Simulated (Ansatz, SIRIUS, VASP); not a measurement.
## HfIn4SiO6: 3 runs at one level of theory

```
Hf In Si O
1.0
     3.23023   -5.57768   -0.02470
     3.23023    5.57768   -0.02470
    -1.49068    0.00000    6.32030
Hf In Si O
1 4 1 6
Cartesian
  0.6526 -0.0515 0.1109
  4.0835 -1.6399 0.0147
  4.0899 1.7361 -0.0101
  1.7471 -1.8043 3.0576
  1.7254 1.8235 3.0224
  4.8129 0.0056 2.7876
  4.0130 -1.3639 2.3150
  4.0121 1.4255 2.3775
  -0.2224 0.0193 1.8146
  5.3037 -0.0404 4.3226
  1.7044 -1.5587 0.5025
  1.7349 1.5934 0.4645
```

The cell comes from a database or a generator and needn't be the stable form of this composition.

Atoms were shifted at random by some hundredths of an Å from the given cell, which wasn't relaxed again for these runs.

Alike in all runs: task single point; functional PBE; k mesh 5 × 5 × 4; occupations fermi-dirac, width 0.05 eV; no spin polarisation; no spin-orbit coupling. Pressure is positive in compression and, in plane waves, holds the error of the finite cutoff, which Ansatz's Pulay term estimates and takes out.

```tsv
program and potentials	plane-wave cutoff (eV)	notes	pressure (GPa)	largest force (eV/Å)
Ansatz, Ansatz PAW	420	9.83 valence electrons an atom on average; Pulay term of +0.34 GPa included	0.45	3.157
SIRIUS, PseudoDojo 0.4.1 PBE standard (scalar relativistic)	1152	8.67 valence electrons an atom on average	0.06	2.976
VASP, PBE PAW files Hf_pv, In_d, O, Si, 520 eV	520	8.5 valence electrons an atom on average	?	?
```

**Question.** Estimate from the other rows what the run with VASP, PBE PAW files Hf_pv, In_d, O, Si, 520 eV gave.

**Answer.** Pressure 0.20 GPa; largest force 3.135 eV/Å. The other rows, which needn't bracket it: pressure 0.06 to 0.45; largest force 2.976 to 3.157.
